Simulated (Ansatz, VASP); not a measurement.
# NiTe2 (Melonite) in two plane-wave programs, part 2 of 2

Aim: how closely do two programs agree when they are given the same cell, functional and k mesh?

VASP 6.6.1 and Ansatz 0.2.0.

So far: The structure; VASP: relaxation of cell and atoms, r2SCAN with rVV10.

The database entry behind the starting cell differs from later determinations by our own check (c about 0.7 % long), so it need not match the best structure at ambient conditions.

## 3. Ansatz: relaxation of cell and atoms, r2SCAN with rVV10

Level of this step: Ansatz beside VASP: Kohn-Sham DFT, plane waves, r2SCAN with rVV10 (Ansatz).

Ansatz runs on its default PAW (the set named soft_2) files.

The same cell, functional, mesh and smearing now go to Ansatz, which takes its cutoff from its data sets.

input.yaml

```yaml
crystal:
  lattice:
    - [3.861, 0.0, 0.0]
    - [-1.9305, 3.343724084, 0.0]
    - [0.0, 0.0, 5.297]
  atoms:
    - { symbol: Ni, position: [0.0, 0.0, 0.0], spin: 1.0 }
    - { symbol: Te, position: [0.3333333333, 0.6666666667, 0.25] }
    - { symbol: Te, position: [0.6666666667, 0.3333333333, 0.75] }
hamiltonian:
  xc: r2scan
  pseudopotentials: { kind: paw }
  dispersion: rvv10
magnetization:
  spin_polarized: true
kpoints:
  mp_grid: { grid: [8, 8, 5] }
scf:
  occupations: { method: gaussian, width: 0.05 }
relax:
  f_tol: 0.01
  max_steps: 60
  cell: { stress_tol: 0.05 }
output:
  forces: true
  stress: true
```

On the command line:

```console
ansatz run input.yaml --threads 4 --pin off --max-ram 9216MiB --backend cpu --events-out ev --progress --plain --runs-dir out
```

Numbers of over 12 decimals in the logs are rounded to 6 here.

Output:

```text
Engine: ansatz 0.2.0, x86_64-unknown-linux-gnu
Pseudopotentials: kind: paw
Pseudopotential: Ni, paw, valence charge 18, recommended cutoff 500 eV (meta_gga), Ni.paw.azcp
Pseudopotential: Te, paw, valence charge 16, recommended cutoff 500 eV (meta_gga), Te.paw.azcp
Functional definition: r2SCAN+rVV10
  parameter k0 = 0.174
  parameter k1 = 0.065
  parameter a1 = 4.9479
  exchange = r2scan_x(k0 = k0, k1 = k1, a1 = a1)
  correlation = r2scan_c + rvv10(11.95, 0.0093)
Crystal: 3 atoms, lattice volume = 68.385 Å³
Basis set: ecut = 500 eV, 1693 PW (Γ), exchange–correlation on 128×128×180 points (64 copies of the dense FFT grid, shifted against one another)
Bands: 31, of which v1, the nominal top of the filled ones, is band 25 counted from 1 (24 counted from 0)
Symmetry: 12 space group operations
Space group: P-3m1 (ITA 164), of the structure as read, at distance tolerance 4.1e-5 Å
Magnetic group: BNS 164.85 (UNI 1315), of the structure as read, at distance tolerance 4.1e-5 Å
k-points: 40 of 320
Non-local potential: Ni, projectors of the file, l = 0: 3, l = 1: 2, l = 2: 3, l = 3: 1
Non-local potential: Te, projectors of the file, l = 0: 2, l = 1: 2, l = 2: 2, l = 3: 2
PAW form: soft (Blöchl's): semilocal exchange-correlation on the pseudo side does not see the compensation charge
rVV10 density: all electrons in the spheres
PAW frozen core: Ni, regenerated for the run's functional (the file was generated under x = pbe(κ = 0.804, μ = 0.219515), c = pbe(β = 0.066725))
PAW frozen core: Te, regenerated for the run's functional (the file was generated under x = pbe(κ = 0.804, μ = 0.219515), c = pbe(β = 0.066725))
PAW one-centre angular grid: Ni, 590 points (default); XC on 160 Gauss nodes
PAW one-centre angular grid: Te, 590 points (default); XC on 160 Gauss nodes
Initial density: superposition of atomic densities (chi_scale 0.1, normalization cell)
Starting moments: Σ|m| = 1 μB on 1 of 3 sites
Initial wavefunctions: pseudopotential atomic-orbital guess
Functional: x = r2scan, c = r2scan + rvv10(b = 11.95, C = 0.0093); τ floored in thin density (d = 2e-4 eV/Å³)
SCF iter   1: F=—  HF=-19828.558749 eV  |F-HF|=—  |Δ(HF+E_count)|=         —  Δρ=4.11e-2 (↑1.29e-2 ↓4.11e-2)  dr2=2.08e0  dr2_τ=1.24e-2  dr2_m=1.89e-1  M=0.452 μB ∫|m|=0.785 μB  β_m=0.55  ethr=3.10e-3  ⟨swp⟩=6.8  Hψ=10430  notcnv=0
Mixer restart at iter 1: flushing history
preconditioner: auto → Kerker (q_TF=auto, 2.590 Å⁻¹)  [metal: Δε(μ)=0.034 eV  Ē_g=9.254 eV  σ=0.050 eV  W_gap=0.36  n_scr=22 (ndim 8)  ℏωp=21.1 eV  f_vac=0.004  D(μ)=1.23/eV (n_scr^D=2)]
spin=Collinear: Kerker preconditioning applied to the charge; magnetization (m = ρ↑ − ρ↓) channel mixes plain (no charge-response kernel on spin).
SCF iter   2: F=—  HF=-19829.681752 eV  |F-HF|=—  |Δ(HF+E_count)|=    1.12e0  Δρ=2.61e-2 (↑1.08e-2 ↓2.61e-2)  dr2=1.18e0  dr2_τ=2.20e-3  dr2_m=6.87e-2  M=0.410 μB ∫|m|=0.755 μB  β_m=0.30  ethr=3.10e-3  ⟨swp⟩=2.1  Hψ=3480  notcnv=0  defer=133  κ⁻¹=1.0e0(r=1)
SCF iter   3: F=—  HF=-19830.653988 eV  |F-HF|=—  |Δ(HF+E_count)|=   9.72e-1  Δρ=8.94e-3 (↑8.94e-3 ↓6.96e-3)  dr2=4.38e-1  dr2_τ=3.92e-4  dr2_m=7.81e-3  M=0.313 μB ∫|m|=0.668 μB  β_m=0.30  ethr=2.36e-3  ⟨swp⟩=3.0  Hψ=3723  notcnv=0  defer=133  κ⁻¹=5.0e-2(r=2)
SCF iter   4: F=—  HF=-19830.469966 eV  |F-HF|=—  |Δ(HF+E_count)|=   1.84e-1  Δρ=1.14e-2 (↑7.94e-3 ↓1.14e-2)  dr2=1.41e-1  dr2_τ=6.46e-4  dr2_m=3.72e-2  M=0.286 μB ∫|m|=0.601 μB  β_m=0.50  ethr=8.76e-4  ⟨swp⟩=2.9  Hψ=3736  notcnv=0  defer=127  κ⁻¹=1.5e-2(r=3)
SCF iter   5: F=—  HF=-19830.634148 eV  |F-HF|=—  |Δ(HF+E_count)|=         —  Δρ=7.11e-3 (↑7.11e-3 ↓1.40e-3)  dr2=2.92e-2  dr2_τ=2.88e-4  dr2_m=7.20e-3  M=0.289 μB ∫|m|=0.473 μB  β_m=1.00  ethr=2.83e-4  ⟨swp⟩=3.0  Hψ=5134  notcnv=0  defer=127
Mixer restart at iter 5: flushing history
SCF iter   6: F=—  HF=-19830.647002 eV  |F-HF|=—  |Δ(HF+E_count)|=   1.29e-2  Δρ=4.90e-3 (↑4.90e-3 ↓2.90e-3)  dr2=3.09e-2  dr2_τ=9.06e-5  dr2_m=6.92e-4  M=0.287 μB ∫|m|=0.442 μB  β_m=1.00  ethr=5.85e-5  ⟨swp⟩=1.5  Hψ=3038  notcnv=0  defer=126  κ⁻¹=1.0e0(r=1)
SCF iter   7: F=—  HF=-19830.658356 eV  |F-HF|=—  |Δ(HF+E_count)|=   1.14e-2  Δρ=3.19e-3 (↑3.19e-3 ↓2.12e-3)  dr2=1.65e-2  dr2_τ=6.68e-5  dr2_m=2.10e-4  M=0.284 μB ∫|m|=0.424 μB  β_m=1.00  ethr=5.85e-5  ⟨swp⟩=2.0  Hψ=2781  notcnv=0  defer=126  κ⁻¹=5.7e-1(r=2)
SCF iter   8: F=—  HF=-19830.669481 eV  |F-HF|=—  |Δ(HF+E_count)|=   1.11e-2  Δρ=9.14e-4 (↑9.14e-4 ↓6.72e-4)  dr2=2.08e-3  dr2_τ=3.51e-6  dr2_m=4.35e-5  M=0.271 μB ∫|m|=0.385 μB  β_m=1.00  ethr=3.29e-5  ⟨swp⟩=2.0  Hψ=3598  notcnv=0  defer=126  κ⁻¹=5.3e-3(r=3)
SCF iter   9: F=—  HF=-19830.668060 eV  |F-HF|=—  |Δ(HF+E_count)|=   1.42e-3  Δρ=1.41e-3 (↑1.41e-3 ↓1.41e-3)  dr2=2.45e-3  dr2_τ=4.28e-6  dr2_m=7.69e-7  M=0.263 μB ∫|m|=0.362 μB  β_m=1.00  ethr=4.16e-6  ⟨swp⟩=2.0  Hψ=4746  notcnv=0  defer=126  κ⁻¹=3.2e-3(r=4)
SCF iter  10: F=—  HF=-19830.670840 eV  |F-HF|=—  |Δ(HF+E_count)|=   2.78e-3  Δρ=1.15e-3 (↑9.68e-4 ↓1.15e-3)  dr2=2.28e-3  dr2_τ=2.23e-6  dr2_m=7.03e-6  M=0.264 μB ∫|m|=0.361 μB  β_m=1.00  ethr=4.16e-6  ⟨swp⟩=2.0  Hψ=4335  notcnv=0  defer=125  κ⁻¹=3.4e-4(r=5)
[...]
SCF iter  17: F=—  HF=-19830.671258 eV  |F-HF|=—  |Δ(HF+E_count)|=   4.96e-7  Δρ=1.03e-5 (↑1.03e-5 ↓6.63e-6)  dr2=1.16e-7  dr2_τ=1.82e-10  dr2_m=2.94e-9  M=0.262 μB ∫|m|=0.350 μB  β_m=1.00  ethr=6.91e-10  ⟨swp⟩=2.0  Hψ=4473  notcnv=0  defer=125  κ⁻¹=2.4e-6(r=8)
SCF iter  18: F=—  HF=-19830.671258 eV  |F-HF|=—  |Δ(HF+E_count)|=   1.31e-7  Δρ=5.82e-6 (↑4.47e-6 ↓5.82e-6)  dr2=5.62e-8  dr2_τ=1.03e-10  dr2_m=4.45e-10  M=0.262 μB ∫|m|=0.350 μB  β_m=1.00  ethr=2.32e-10  ⟨swp⟩=2.0  Hψ=3334  notcnv=0  defer=125  κ⁻¹=8.3e-7(r=8)
SCF iter  19: F=—  HF=-19830.671258 eV  |F-HF|=—  |Δ(HF+E_count)|=   1.17e-7  Δρ=3.75e-6 (↑2.44e-6 ↓3.75e-6)  dr2=2.10e-8  dr2_τ=2.77e-11  dr2_m=3.21e-10  M=0.262 μB ∫|m|=0.350 μB  β_m=1.00  ethr=1.12e-10  ⟨swp⟩=2.0  Hψ=3343  notcnv=0  defer=125  κ⁻¹=4.6e-7(r=8)
SCF iter  20: F=-19830.671258 eV  HF=-19830.671258 eV  |F-HF|=1.63e-8  |Δ(HF+E_count)|=   2.14e-8  Δρ=3.22e-6 (↑3.11e-6 ↓3.22e-6)  dr2=2.25e-8  dr2_τ=1.83e-11  dr2_m=5.47e-11  M=0.262 μB ∫|m|=0.350 μB  ethr=4.20e-11  ⟨swp⟩=2.1  Hψ=7727  notcnv=0
SCF 1 converged in 20 iterations: F = -19830.671258 eV  dr2 = 2.25e-8
  greatest PAW one-centre occupation: 1.001 electrons in one spin orbital (limit 2), on the Ni atom at site 0 (counted from 0), in its partial waves of l = 1
relax step   1: F+E_penalty+E_count = -19830.67125821 eV  Δ(F+E_penalty+E_count) = +0.000e0 eV  max|allowed force component| = 2.082e-1 eV/Å  Δτ_max = 0.0000 Å  P = -1.130 GPa  Ω = 68.385 Å³  (20 SCF iters, dr2 threshold 1.00e-7 eV, accepted)
[...]
relax step   2: F+E_penalty+E_count = -19830.66311594 eV  Δ(F+E_penalty+E_count) = +8.142e-3 eV  max|allowed force component| = 3.397e-1 eV/Å  Δτ_max = 0.0588 Å  P = +0.373 GPa  Ω = 68.660 Å³  energy of the carried Pulay correction = -9.600e-5 eV  (15 SCF iters, dr2 threshold 3.00e-7 eV, rejected (line search))
[...]
relax step   3: F+E_penalty+E_count = -19830.67695864 eV  Δ(F+E_penalty+E_count) = -5.700e-3 eV  max|allowed force component| = 1.307e-2 eV/Å  Δτ_max = 0.0124 Å  P = +0.080 GPa  Ω = 67.650 Å³  energy of the carried Pulay correction = +2.586e-4 eV  (18 SCF iters, accepted)
[...]
relax step   4: F+E_penalty+E_count = -19830.67694936 eV  Δ(F+E_penalty+E_count) = +9.280e-6 eV  max|allowed force component| = 6.984e-3 eV/Å  Δτ_max = 0.0056 Å  P = -0.048 GPa  Ω = 67.917 Å³  energy of the carried Pulay correction = +1.644e-4 eV  (11 SCF iters, dr2 threshold 1.87e-8 eV, accepted)
[...]
relax step   5: F+E_penalty+E_count = -19830.67699674 eV  Δ(F+E_penalty+E_count) = -4.738e-5 eV  max|allowed force component| = 5.721e-5 eV/Å  Δτ_max = 0.0014 Å  P = -0.001 GPa  Ω = 67.845 Å³  energy of the carried Pulay correction = +1.897e-4 eV  (7 SCF iters, dr2 threshold 1.14e-8 eV, accepted)
[...]
relax step   6: F+E_penalty+E_count = -19830.67680458 eV  Δ(F+E_penalty+E_count) = +1.922e-4 eV  max|allowed force component| = 1.843e-5 eV/Å  Δτ_max = 0.0000 Å  P = -0.004 GPa  Ω = 67.845 Å³  stress off target by 4.02e-3 GPa  SCF on the basis re-selected at this cell (its energy is not comparable with the rows above)  (14 SCF iters)
basis re-selected at this cell: Δ(F+E_penalty+E_count) = +1.922e-4 eV, ΔP = -0.002 GPa vs the last step (what re-selecting the basis moved, of the pressure what is left beyond the Pulay correction that the steps carried, after the strain that the cell walked since its last selection, with what the two solves' SCF thresholds leave and, on support functions, any second-order correction that the steps lacked; it is no m [...]
SCF converged after 14 iterations
Stability not checked: this state was not tested for a lower state beside it, because the mixer in use, unlike msr1, does not test its closes by its own steps (another_mixer; see scf.mixing.algorithm and scf.lower_state_search)
Magnetization: 0.2566 μB (25.1283 up, 24.8717 down)
Absolute magnetization: 0.3325 μB (∫|ρ↑−ρ↓|, with the PAW one-centre terms)
Spin contamination: 0.0149 ħ² per cell (⟨S²⟩ above its minimum at these occupations)
Per-site moments (μB) at R_I (Å): [(0.238740, 1.063480), (0.00270671, 1.063480), (0.00270671, 1.063480)]
Free energy (F): -19830.676805 eV
Harris-Foulkes:  -19830.676805 eV  (|F-HF|=7.28e-12)
Internal energy: -19830.675717 eV  (E = F + TS)
E sigma→0 (E₀):  -19830.676261 eV
Entropy (-TS):   -0.001088 eV (-0.363 meV/atom)
Fermi energy:    12.281190 eV
--- Per-component energies (eV) ---
  E_band       = -863.253869
  E_kinetic    = 645.200211
  E_local      = -7045.134687  (includes V_loc(G=0)·N_el)
  E_nonlocal   = 21.739579
  E_hartree    = 3590.436371
  E_xc         = -304.620594
  E_vxc        = -339.767622  (∫ρ·V_xc dr)
  E_paw        = -11019.858006  (= ΣΔE_a)
  E_vpaw       = -1348.354953  (= ΣTr[D̂ρ^β])
  E_aug_tail   = 0.000234  (compensation charges beyond the density's cutoff)
  E_vtau       = 22.190967  (kinetic-family band-sum trace: ∫τ·v_τ [+ j·A + Jᵃ·Aᵃ] dr)
  E_ewald      = -5718.708467
  E_core_change = 0.269642  (= ΣΔE_core)
  E_smearing   = -0.001088  (= −TS)
  E_closure    = -0.000000  (closes the sum)
  Σ components = -19830.676805   (vs F -19830.676805, Δ=0.00e0)
--- Forces (eV/Å), atoms counted from 1 ---
  atom   1  Ni    -0.00000000    -0.00000000     0.00000000
  atom   2  Te    -0.00000000     0.00000000    -0.00001843
  atom   3  Te     0.00000000     0.00000000     0.00001843
  max |Σ_I F_I| component: 2.89e-19 eV/Å
--- Stress (GPa, compression-positive) ---
       -0.003267      -0.000000      -0.000000
       -0.000000      -0.003267      -0.000000
       -0.000000      -0.000000      -0.004015
  P = ⅓ Tr σ = -0.0035 GPa (-0.035 kbar)
--- Relaxed structure (5 steps of the walk, 4 accepted, 1 SCFs on fresh bases) ---
  F+E_penalty+E_count = -19830.67680458 eV   max|allowed force component| = 1.843e-5 eV/Å   (the final SCF, on the basis selected at the relaxed cell)
  cell:  # Å, volume = 67.8448 Å³
    - [3.854210, 0, -3.0480061012395228e-18]
    - [-1.927105, 3.337844, 1.5240030506197614e-18]
    - [-4.181633856072017e-18, 0, 5.273696]
  atoms:
    - { symbol: Ni, position: [0, 0, 0] }
    - { symbol: Te, position: [0.333333, 0.666667, 0.246880] }
    - { symbol: Te, position: [0.666667, 0.333333, 0.753120] }
```

It took 50 s on 4 threads of AMD EPYC 7B13 (Zen 3), shared host; peak memory 0.8 GiB; 3 min of CPU time.

## 4. Side by side

Known differences besides the PAW data sets themselves: VASP keeps PBE cores, Ansatz makes them for the functional; both relaxations stop at a tolerance, which leaves soft axes loose, and VASP keeps its plane-wave basis; the data sets hold 50 valence electrons in Ansatz (default PAW (the set named soft_2) files) and 22 in VASP; the cutoff is 500 eV in Ansatz and 400 eV in VASP; Ansatz adds a Pulay correction to the stress that steers its cell, VASP none; site moments are counted in spheres of each program's own size. Total energies have different zeros and are not compared.

Compared:

```tsv
quantity	Ansatz	VASP	difference
volume (Å³)	67.84	67.76	+0.13 %
edge a after relaxation, in the typed setting (Å)	3.854	3.858	-0.10 %
edge c after relaxation, in the typed setting (Å)	5.274	5.256	+0.33 %
total moment (μB)	0.26	0.26	0.00
moment on Ni1 (μB)	0.24	0.23	+0.01
```

The walks stopped with 0.00 GPa left in Ansatz and 0.03 GPa in VASP; each walk ends within a tolerance, so the volume difference is uncertain by about these residues over the bulk modulus, most in soft cells.

## 5. Outcome

```
difference in edge c after relaxation, in the typed setting (relaxation of cell and atoms, r2SCAN with rVV10) : 0.33 %
```

In words: The difference in edge c after relaxation, in the typed setting is 0.33 % (relaxation of cell and atoms, r2SCAN with rVV10), within the 1.2 % picked in this series as the mark of a large difference, as far as the stopping tolerances let one tell. Differences of this kind measure data sets and numerical settings, not the functional's error against experiment.

[Lines on the potential files, build, host, timing and source positions are cut from VASP's logs without a mark.]

[Logs are printed without paths, hosts, clocks, repeated set-up lines and the standing remarks that a program may print on its own settings, such as how far it seeks lower states.]

[Hosts, paths, dates, database ids (printed as entryN), source tags and the programs' standing remarks are cut or masked in the printed files.]
